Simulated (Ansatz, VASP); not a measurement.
**SiO2 (Cristobalite) in two plane-wave programs**

Wanted: the spread between two codes on one cell, functional and k mesh. The cell is taken from a series of runs on this material, whose earlier steps may have relaxed, scaled, displaced or heated it; both programs get it as it stands.

Program: Ansatz 0.2.0. Level of theory: plane waves, with VASP 6.6.1 beside it; zone-centre phonons at LDA. Results are calculated unless marked as measured.

## (1) The starting structure

Symmetry: P4_12_12, No. 92, tetragonal system. The conventional cell has a = 4.794 Å, b = 4.794 Å, c = 6.572 Å, α = 90.00°, β = 90.00°, γ = 90.00°. Nearest to O lie 2 Si at 1.61 Å. Nearest to Si lie 4 O at 1.61 Å. Farther neighbours and most contacts between anions are not listed.

## (2) Ansatz: zone-centre phonons, LDA

Ansatz runs on its PAW soft_1 files.

Second derivatives magnify differences that forces hide, and they need a tight electronic threshold.

Contents of input.yaml:

```yaml
crystal:
  lattice:
    - [4.7943890442, 0.0, 0.0]
    - [0.0, 4.7943890442, 0.0]
    - [0.0, 0.0, 6.5718399354]
  atoms:
    - { symbol: O, position: [0.2303078651, 0.1444647009, 0.1983006596] }
    - { symbol: O, position: [0.3555352991, 0.7303078651, 0.4483006596] }
    - { symbol: O, position: [0.7696921349, 0.8555352991, 0.6983006596] }
    - { symbol: O, position: [0.6444647009, 0.2696921349, 0.9483006596] }
    - { symbol: O, position: [0.7303078651, 0.3555352991, 0.5516993404] }
    - { symbol: O, position: [0.8555352991, 0.7696921349, 0.3016993404] }
    - { symbol: O, position: [0.2696921349, 0.6444647009, 0.0516993404] }
    - { symbol: O, position: [0.1444647009, 0.2303078651, 0.8016993404] }
    - { symbol: Si, position: [0.3204290672, 0.3204290672, 0.0] }
    - { symbol: Si, position: [0.1795709328, 0.8204290672, 0.25] }
    - { symbol: Si, position: [0.6795709328, 0.6795709328, 0.5] }
    - { symbol: Si, position: [0.8204290672, 0.1795709328, 0.75] }
kpoints:
  mp_grid: { grid: [4, 4, 4] }
hamiltonian:
  xc: lda
  pseudopotentials: { kind: paw, azcp: { folder: soft_1 }, xc_functional: pbe }
scf:
  occupations: { method: fixed }
output:
  eigenvalues: true
phonons:
  method: dfpt
  dielectric: true
  rigid_motions: translations
```

The run is started by

```sh
> ansatz run input.yaml --threads 8 --pin off --max-ram 20480MiB --backend cpu --events-out ev --progress --plain --runs-dir out
```

Numbers of over 12 decimals in the logs are rounded to 6 here.

What it wrote:

```text
Engine: ansatz 0.2.0, aarch64-unknown-linux-gnu
Pseudopotentials: kind: paw
Pseudopotential: O, paw, valence charge 6, recommended cutoff 420 eV (normal), soft_1/O.paw.azcp
Pseudopotential: Si, paw, valence charge 4, recommended cutoff 420 eV (normal), soft_1/Si.paw.azcp
Functional definition: SPW92
  exchange = slater_x
  correlation = pw_c
Crystal: 12 atoms, lattice volume = 151.061 Å³
Basis set: ecut = 420 eV, 2953 PW (Γ), exchange–correlation on 72×72×96 points (8 copies of the dense FFT grid, shifted against one another)
Bands: 44, of which v1, the nominal top of the filled ones, is band 32 counted from 1 (31 counted from 0)
Symmetry: 8 space group operations
k-points: 36 of 64 (irreducible under 1 space group operation, time reversal used)
Non-local potential: O, projectors of the file, l = 0: 2, l = 1: 2, l = 2: 1
Non-local potential: Si, projectors of the file, l = 0: 2, l = 1: 2, l = 2: 1
PAW form: soft (Blöchl's): semilocal exchange-correlation on the pseudo side does not see the compensation charge
PAW frozen core: O, regenerated for the run's functional, and the local potential with it (the file was generated under x = pbe(κ = 0.804, μ = 0.219515), c = pbe(β = 0.066725))
PAW frozen core: Si, regenerated for the run's functional, and the local potential with it (the file was generated under x = pbe(κ = 0.804, μ = 0.219515), c = pbe(β = 0.066725))
PAW one-centre angular grid: O, 110 points (default); XC on 64 Gauss nodes
PAW one-centre angular grid: Si, 110 points (default); XC on 64 Gauss nodes
Initial density: superposition of atomic densities (chi_scale 0.1, normalization cell, long waves kept (reshape's long-wave potential 0.01 eV rms))
Initial wavefunctions: pseudopotential atomic-orbital guess
Functional: x = slater, c = lda
SCF iter   1: F=—  HF=-6896.983484 eV  |F-HF|=—  |Δ(HF+E_count)|=         —  Δρ=1.25e-1  dr2=2.09e1  ethr=3.10e-3  ⟨swp⟩=4.7  Hψ=6438  notcnv=0  defer=332
preconditioner: auto → Resta (q_TF=auto, 2.364 Å⁻¹)  ε∞=2.8  [insulator: Δε(μ)=7.195 eV  Ē_g=17.999 eV  n_scr=36 (ndim 8)  ℏωp=24.2 eV  f_vac=0.028  ε∞_Penn≈2.8]
SCF iter   2: F=—  HF=-6891.063679 eV  |F-HF|=—  |Δ(HF+E_count)|=    5.92e0  Δρ=4.28e-2  dr2=1.17e0  ethr=3.10e-3  ⟨swp⟩=3.7  Hψ=3946  notcnv=0  defer=333
SCF iter   3: F=—  HF=-6890.798264 eV  |F-HF|=—  |Δ(HF+E_count)|=   2.65e-1  Δρ=2.04e-2  dr2=3.55e-1  ethr=1.83e-3  ⟨swp⟩=2.0  Hψ=1461  notcnv=0  defer=348
SCF iter   4: F=—  HF=-6890.716298 eV  |F-HF|=—  |Δ(HF+E_count)|=   8.20e-2  Δρ=1.44e-3  dr2=2.18e-3  ethr=5.55e-4  ⟨swp⟩=3.2  Hψ=2598  notcnv=0  defer=355
SCF iter   5: F=—  HF=-6890.717646 eV  |F-HF|=—  |Δ(HF+E_count)|=   1.35e-3  Δρ=2.05e-4  dr2=1.03e-4  ethr=3.40e-6  ⟨swp⟩=2.0  Hψ=2480  notcnv=0  defer=357
SCF iter   6: F=—  HF=-6890.717657 eV  |F-HF|=—  |Δ(HF+E_count)|=   1.05e-5  Δρ=4.90e-5  dr2=5.11e-6  ethr=1.60e-7  ⟨swp⟩=2.8  Hψ=2781  notcnv=0  defer=355
SCF iter   7: F=—  HF=-6890.717660 eV  |F-HF|=—  |Δ(HF+E_count)|=   3.30e-6  Δρ=7.95e-6  dr2=1.15e-7  ethr=7.98e-9  ⟨swp⟩=2.6  Hψ=2746  notcnv=0  defer=325
SCF iter   8: F=—  HF=-6890.717660 eV  |F-HF|=—  |Δ(HF+E_count)|=   5.79e-8  Δρ=1.61e-6  dr2=3.61e-9  ethr=1.80e-10  ⟨swp⟩=2.1  Hψ=2253  notcnv=0  defer=326
SCF iter   9: F=-6890.717660 eV  HF=-6890.717660 eV  |F-HF|=3.46e-11  |Δ(HF+E_count)|=   2.32e-9  Δρ=1.97e-7  dr2=3.39e-11  ethr=1.00e-12  ⟨swp⟩=17.3  Hψ=13631  notcnv=0
SCF 1 converged in 9 iterations: F = -6890.717660 eV  dr2 = 3.39e-11
  greatest PAW one-centre occupation: 0.857 electrons in one spin orbital (limit 2), on the O atom at site 6 (counted from 0), in its partial waves of l = 0
DFPT response loops at Γ: preconditioner auto → none (the input reference at scf.mixing.eps_inf says where Resta's filter doesn't serve); β = 0.50; Broyden in place of MSR1
── the response to a field inside a basis, on 4×4×4 k-points: an SCF that follows is theirs, and a resumed run solves both again ──
Bands: 33, of which v1, the nominal top of the filled ones, is band 32 counted from 1 (31 counted from 0)
k-points: 6 of 64 (time reversal used)
Initial density: handed on by an earlier stage of this run
Initial wavefunctions: pseudopotential atomic-orbital guess (no wavefunctions were taken with the density)
Eigensolver: Dense (6 Hₖ)
SCF iter   1: F=—  HF=-6890.543214 eV  |F-HF|=—  |Δ(HF+E_count)|=         —  Δρ=4.73e-4  dr2=9.29e-5  ethr=1.00e-1
preconditioner: auto → Resta (q_TF=auto, 2.364 Å⁻¹)  ε∞=3.8  [insulator: Δε(μ)=6.307 eV  Ē_g=14.342 eV  n_scr=36 (ndim 8)  ℏωp=24.2 eV  f_vac=0.117  ε∞_Penn≈3.8]
SCF iter   2: F=—  HF=-6890.543215 eV  |F-HF|=—  |Δ(HF+E_count)|=   1.57e-6  Δρ=2.15e-4  dr2=2.35e-5  ethr=1.45e-7
SCF iter   3: F=—  HF=-6890.543219 eV  |F-HF|=—  |Δ(HF+E_count)|=   3.68e-6  Δρ=7.27e-5  dr2=2.76e-6  ethr=3.68e-8
SCF iter   4: F=-6890.543219 eV  HF=-6890.543219 eV  |F-HF|=1.50e-8  |Δ(HF+E_count)|=   6.31e-8  Δρ=7.35e-6  dr2=8.36e-8  ethr=4.32e-9
[...]
k-point 2: bands = [... 28 lower, 1.4748, 1.4748, 1.8002, 1.8002, 9.3345, 9.3345, 11.2123, 11.2123, ... 8 higher]
  k-point 35: bands = [... 28 lower, 1.6846, 1.6846, 1.6846, 1.6846, 11.2941, 11.2941, 11.2941, 11.2941, ... 8 higher]
--- Phonons (Γ-DFPT): 5 representative perturbations + reference, on 36 of 64 k-points (Σ response iterations 19) ---
  k mesh reduced under 1 symmetry operation, with k and −k counted as one. Each operation leaves every solved perturbation unchanged. A smaller set is not considered because the run solves the response to a homogeneous field
  ASR residual: 3.598e-5 → 0.000e0 eV/Å²; symmetrization residual: 3.364e-6 eV/Å²
  ASR residual per site (eV/Å²): 3.60e-5 3.60e-5 3.60e-5 3.60e-5 3.60e-5 3.60e-5 3.60e-5 3.60e-5 2.17e-5 2.17e-5 2.17e-5 2.17e-5
  Γ frequencies (cm⁻¹): 0.00 0.00 0.00 69.53 137.26 175.41 175.41 247.53 261.75 261.75 270.17 276.88 344.80 374.15 383.97 383.97 450.16 467.54 470.12 470.12 493.57 631.18 631.18 796.23 798.04 802.64 817.07 817.07 1059.87 1063.58 1063.58 1064.25 1074.59 1091.92 1165.24 1165.24
  ε∞ (high-frequency dielectric tensor):
        2.482816     0.000000     0.000000
        0.000000     2.482816     0.000000
        0.000000     0.000000     2.453667
  ε⁰ (static dielectric tensor: ions relaxed, cell fixed):
        4.557502    -0.000000    -0.000000
       -0.000000     4.557502    -0.000000
       -0.000000    -0.000000     4.161332
  ε⁰ − ε∞ (ionic part):
        2.074686    -0.000000    -0.000000
       -0.000000     2.074686    -0.000000
       -0.000000    -0.000000     1.707665
  softest optical mode at Γ: 69.53 cm⁻¹; the repairs (sum rule, projections) moved no ω² at Γ by more than (1.70 cm⁻¹)²
  Born effective charges Z* (e; rows j = field, columns β = displacement):
    site 0:
        -1.08167   -0.20721    0.10015
        -0.26967   -2.24627    0.68520
         0.25455    0.68188   -1.61152
    site 1:
        -2.24627    0.26967   -0.68520
         0.20721   -1.08167    0.10015
        -0.68188    0.25455   -1.61152
    site 2:
        -1.08167   -0.20721   -0.10015
        -0.26967   -2.24627   -0.68520
        -0.25455   -0.68188   -1.61152
    site 3:
        -2.24627    0.26967    0.68520
         0.20721   -1.08167   -0.10015
         0.68188   -0.25455   -1.61152
    site 4:
        -1.08167    0.20721   -0.10015
         0.26967   -2.24627    0.68520
        -0.25455    0.68188   -1.61152
    site 5:
[...]
site 6:
[...]
site 7:
[...]
site 8:
[...]
site 9:
[...]
site 10:
[...]
site 11:
[...]
Z* charge neutrality: 4.631e-3 e pre-enforcement
  solved inside a basis spanned on kpoints, on 4×4×4 k-points, its susceptibility summed on 8×8×6: ε∞ is read to err by 8.8e-3, Z* by 1.2e-2 e (field_mesh: kpoints solves on kpoints); Z* is corrected for what the basis lacks
  optical modes at Γ without the LO–TO term, one row a degenerate level:
      ω (cm⁻¹)  modes    IR ((D/Å)²/amu)
[...]
optical modes at Γ + LO–TO along q̂ = [1.0000, 0.0000, 0.0000]:
      ω (cm⁻¹)  modes    IR ((D/Å)²/amu)
[...]
optical modes at Γ + LO–TO along q̂ = [0.0000, 1.0000, 0.0000]:
      ω (cm⁻¹)  modes    IR ((D/Å)²/amu)
[...]
optical modes at Γ + LO–TO along q̂ = [0.0000, 0.0000, 1.0000]:
      ω (cm⁻¹)  modes    IR ((D/Å)²/amu)
[...]
817.07      2             0.1349
        834.70      1             6.6335
       1059.87      1             0.0000
       1063.58      2           108.3558
       1064.25      1             0.0000
       1091.92      1             0.0000
       1165.24      2             5.3100
       1212.42      1            60.6805
```

(Part 1 of 3 ends here.)

[Lines on the potential files, build, host, timing and source positions are cut from VASP's logs without a mark.]

[Logs are printed without paths, hosts, clocks, repeated set-up lines and the standing remarks that a program may print on its own settings, such as how far it seeks lower states.]

[Hosts, paths, dates, database ids (printed as entryN), source tags and the programs' standing remarks are cut or masked in the printed files.]
